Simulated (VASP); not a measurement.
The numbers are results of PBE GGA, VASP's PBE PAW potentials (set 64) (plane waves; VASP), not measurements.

A VASP calculation is set up with these files.

**POSCAR**
```
PbO
1
    4.0665475633     0.0000000000     0.0000000000
    0.0000000000     4.0665475633    -0.0000000000
    0.0000000000    -0.0000000000     5.4199959832
Pb O
2 2
Direct
  0.5000000000   1.0000000000   0.7817096156
  0.0000000000   0.5000000000   0.2182903844
  0.5000000000   0.5000000000   0.0000000000
  0.0000000000   0.0000000000   0.0000000000
```

### INCAR
```
SYSTEM = PbO
PREC = Accurate
ENCUT = 520
EDIFF = 1E-6
NELM = 100
ALGO = Normal
LREAL = .FALSE.
LASPH = .TRUE.
ISMEAR = 0
SIGMA = 0.05
GGA = PE
LMAXMIX = 4
LWAVE = .FALSE.
LCHARG = .FALSE.
IBRION = 2
ISIF = 3
NSW = 60
EDIFFG = -0.02
```

**KPOINTS**
```
Regular mesh
0
gamma
5 5 4
0 0 0
```

POTCAR, in this order: Pb_d O (PBE.64 set). Program: vasp_std.

The run wrote:

OSZICAR:
```
       N       E                     dE             d eps       ncg     rms          rms(c)
DAV:   1     0.449760591095E+03    0.44976E+03   -0.19734E+04   864   0.190E+03
DAV:   2     0.305884491679E+02   -0.41917E+03   -0.41135E+03   952   0.486E+02
DAV:   3    -0.247349243171E+02   -0.55323E+02   -0.55063E+02  1160   0.189E+02
DAV:   4    -0.263658612496E+02   -0.16309E+01   -0.16299E+01  1000   0.388E+01
DAV:   5    -0.264287125930E+02   -0.62851E-01   -0.62847E-01  1200   0.704E+00    0.126E+01
DAV:   6    -0.217537396965E+02    0.46750E+01   -0.39528E+01  1416   0.455E+01    0.577E+00
DAV:   7    -0.215434931705E+02    0.21025E+00   -0.37681E+00  1112   0.144E+01    0.265E+00
DAV:   8    -0.215565565308E+02   -0.13063E-01   -0.10818E+00  1248   0.744E+00    0.154E+00
DAV:   9    -0.215115848402E+02    0.44972E-01   -0.27475E-01  1336   0.425E+00    0.310E-01
DAV:  10    -0.215149144036E+02   -0.33296E-02   -0.24881E-02  1104   0.100E+00    0.103E-01
DAV:  11    -0.215148987709E+02    0.15633E-04   -0.54813E-03  1416   0.571E-01    0.968E-02
DAV:  12    -0.215148117451E+02    0.87026E-04   -0.49080E-04  1216   0.242E-01    0.600E-02
DAV:  13    -0.215147820982E+02    0.29647E-04   -0.32810E-04  1496   0.142E-01    0.946E-03
DAV:  14    -0.215147814895E+02    0.60870E-06   -0.42200E-05  1256   0.591E-02    0.518E-03
DAV:  15    -0.215147806725E+02    0.81704E-06   -0.91219E-06  1056   0.358E-02
   1 F= -.21514781E+02 E0= -.21514781E+02  d E =-.215148E+02
       N       E                     dE             d eps       ncg     rms          rms(c)
DAV:   1    -0.215198002896E+02   -0.50188E-02   -0.23901E-01  1312   0.590E+00    0.421E-01
DAV:   2    -0.215158708253E+02    0.39295E-02   -0.23670E-02  1104   0.134E+00    0.159E-01
DAV:   3    -0.215152680334E+02    0.60279E-03   -0.28334E-03  1288   0.826E-01    0.720E-02
DAV:   4    -0.215151375461E+02    0.13049E-03   -0.69023E-04  1304   0.372E-01    0.234E-02
DAV:   5    -0.215151316152E+02    0.59309E-05   -0.13791E-04  1320   0.138E-01    0.127E-02
DAV:   6    -0.215151278990E+02    0.37161E-05   -0.23648E-05  1256   0.544E-02    0.242E-03
DAV:   7    -0.215151279714E+02   -0.72384E-07   -0.19841E-06   648   0.127E-02
   2 F= -.21515128E+02 E0= -.21515128E+02  d E =-.347299E-03
       N       E                     dE             d eps       ncg     rms          rms(c)
DAV:   1    -0.215152365794E+02   -0.10868E-03   -0.49136E-03  1320   0.840E-01    0.606E-02
DAV:   2    -0.215151544961E+02    0.82083E-04   -0.49503E-04  1128   0.194E-01    0.230E-02
DAV:   3    -0.215151416926E+02    0.12804E-04   -0.58888E-05  1248   0.118E-01    0.104E-02
DAV:   4    -0.215151398368E+02    0.18558E-05   -0.14429E-05  1280   0.541E-02    0.342E-03
DAV:   5    -0.215151404004E+02   -0.56359E-06   -0.22361E-06   568   0.204E-02
   3 F= -.21515140E+02 E0= -.21515140E+02  d E =-.359728E-03
       N       E                     dE             d eps       ncg     rms          rms(c)
DAV:   1    -0.215165210188E+02   -0.13812E-02   -0.81238E-02   936   0.289E+00    0.205E-01
DAV:   2    -0.215157865905E+02    0.73443E-03   -0.29098E-03  1168   0.810E-01    0.118E-01
DAV:   3    -0.215153782854E+02    0.40831E-03   -0.85342E-04  1256   0.493E-01    0.177E-02
DAV:   4    -0.215153858167E+02   -0.75313E-05   -0.14445E-04  1048   0.153E-01    0.664E-03
DAV:   5    -0.215153867215E+02   -0.90480E-06   -0.95574E-06  1280   0.394E-02
   4 F= -.21515387E+02 E0= -.21515387E+02  d E =-.246321E-03
       N       E                     dE             d eps       ncg     rms          rms(c)
DAV:   1    -0.215165415696E+02   -0.11558E-02   -0.77721E-02   936   0.283E+00    0.200E-01
DAV:   2    -0.215158357356E+02    0.70583E-03   -0.27753E-03  1168   0.791E-01    0.116E-01
DAV:   3    -0.215154447892E+02    0.39095E-03   -0.81973E-04  1264   0.485E-01    0.174E-02
DAV:   4    -0.215154520536E+02   -0.72644E-05   -0.13778E-04  1032   0.149E-01    0.657E-03
DAV:   5    -0.215154529947E+02   -0.94111E-06   -0.93635E-06  1280   0.394E-02
   5 F= -.21515453E+02 E0= -.21515453E+02  d E =-.312594E-03
       N       E                     dE             d eps       ncg     rms          rms(c)
DAV:   1    -0.215155892008E+02   -0.13715E-03   -0.34800E-02  1280   0.121E+00    0.599E-02
DAV:   2    -0.215155392668E+02    0.49934E-04   -0.74952E-04  1224   0.244E-01    0.232E-02
DAV:   3    -0.215155259530E+02    0.13314E-04   -0.57316E-05  1232   0.123E-01    0.115E-02
DAV:   4    -0.215155220911E+02    0.38619E-05   -0.14526E-05  1216   0.542E-02    0.377E-03
DAV:   5    -0.215155213384E+02    0.75270E-06   -0.24430E-06   736   0.221E-02
   6 F= -.21515521E+02 E0= -.21515521E+02  d E =-.683437E-04
```

OUTCAR:
```
------------------------ aborting loop because EDIFF is reached ----------------------------------------
  FORCE on cell =-STRESS in cart. coord.  units (eV):
  Direction    XX          YY          ZZ          XY          YZ          ZX
  --------------------------------------------------------------------------------------
  Total        0.0455896      0.0455896      0.0614998      0.0000000     -0.0000000      0.0000000
  in kB        0.8141007      0.8141007      1.0982113      0.0000000     -0.0000000      0.0000000
  external PRESSURE =       0.9088043 kB  Pullay stress =       0.0000000 kB
  volume of cell :       89.72
      direct lattice vectors                 reciprocal lattice vectors
     4.056656067  0.000000000  0.000000000     0.246508450  0.000000000  0.000000000
     0.000000000  4.056656067  0.000000000     0.000000000  0.246508450  0.000000000
     0.000000000 -0.000000000  5.452076825     0.000000000  0.000000000  0.183416344
 POSITION                                       TOTAL-FORCE (eV/Angst)
 -----------------------------------------------------------------------------------
      2.02833     -0.00000      4.26065         0.000000     -0.000000      0.010351
      4.05666      2.02833      1.19143        -0.000000      0.000000     -0.010351
      2.02833      2.02833      0.00000        -0.000000      0.000000      0.000000
      0.00000      0.00000      0.00000        -0.000000     -0.000000      0.000000
 -----------------------------------------------------------------------------------
    total drift:                                0.000000      0.000000     -0.000000
  FREE ENERGIE OF THE ION-ELECTRON SYSTEM (eV)
  ---------------------------------------------------
  free  energy   TOTEN  =       -21.5155213384 eV

  energy  without entropy=      -21.5155213384  energy(sigma->0) =      -21.51552134

 reached required accuracy - stopping structural energy minimisation
```
(Selected blocks of OUTCAR.)

CONTCAR:
```
PbO
   1.00000000000000
     4.0566560665412252    0.0000000000000000    0.0000000000000000
     0.0000000000000000    4.0566560665412252    0.0000000000000000
     0.0000000000000000   -0.0000000000000000    5.4520768251278771
  Pb              O
     2     2
Direct
     0.5000000000000000    0.0000000000000000    0.7814729637992425
     1.0000000000000000    0.5000000000000000    0.2185270362007574
     0.5000000000000000    0.5000000000000000    0.0000000000000000
     0.0000000000000000    0.0000000000000000    0.0000000000000000
```

Without a dispersion term in the relaxation, distances and binding between the weakly bound layers, chains or molecules are unreliable, and so is what depends on them.

The compound is PbO in the litharge structure. This run relaxes it. Symmetry was kept, so distortions that lower it aren't found. The start is the result of an earlier pass.
